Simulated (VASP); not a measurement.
An input for Quantum ESPRESSO's pw.x (written as the equivalent of a VASP run, and not itself run):

```
&CONTROL
  calculation = 'scf'
  pseudo_dir = './pseudo'
  outdir = './out'
  tprnfor = .true.
  tstress = .true.
/
&SYSTEM
  ibrav = 0
  nat = 2
  ntyp = 2
  ecutwfc = 84
  occupations = 'smearing'
  smearing = 'fermi-dirac'
  degauss = 0.003675
  input_dft = 'pbe'
/
&ELECTRONS
  conv_thr = 7.3e-08
  electron_maxstep = 100
/
ATOMIC_SPECIES
  Ti 47.867 Ti.upf
  S 32.060 S.upf
CELL_PARAMETERS angstrom
     1.8672850    1.0780770    3.1958490
    -1.8672850    1.0780770    3.1958490
     0.0000000   -2.1561550    3.1958490
ATOMIC_POSITIONS crystal
  Ti   0.7624000  0.7624000  0.7624000
  S    0.2376000  0.2376000  0.2376000
K_POINTS automatic
  11 11 11 0 0 0
```

Q: Translate this input to VASP (INCAR, KPOINTS, POSCAR, choice of POTCAR).

A: One answer among several that fit: 
### INCAR
```
ALGO=Normal
EDIFF=1E-6
ENCUT=300
GGA=PE
ISIF=2
ISMEAR=-1
LASPH=.True.
LCHARG=.False.
LMAXMIX=4
LREAL=.False.
LWAVE=.False.
NELM=100
PREC=Accurate
SIGMA=0.05
SYSTEM=TiS
```

POSCAR:
```
TiS
6.3916980
  0.2921422445   0.1686683257   0.5000000000
 -0.2921422445   0.1686683257   0.5000000000
  0.0000000000  -0.3373368078   0.5000000000
Ti S
1 1
direct
  0.7624000000   0.7624000000   0.7624000000
  0.2376000000   0.2376000000   0.2376000000
```

**KPOINTS**
```
Regular mesh
0
gamma
  11 11 11
0 0 0
```

POTCAR, in this order: Ti_sv S (PBE.64 set). Program: vasp_std.

Limits of the translation: the potentials are each code's own (VASP's PAW set, PseudoDojo norm-conserving files in pw.x), so ENCUT and ecutwfc are chosen apart and not converted; conv_thr bounds pw.x's estimated SCF error, while EDIFF bounds the energy change between steps.

The structure was generated: TiS was put into an ordered model structure, which need not be its known phase. The cell was not relaxed at this level.
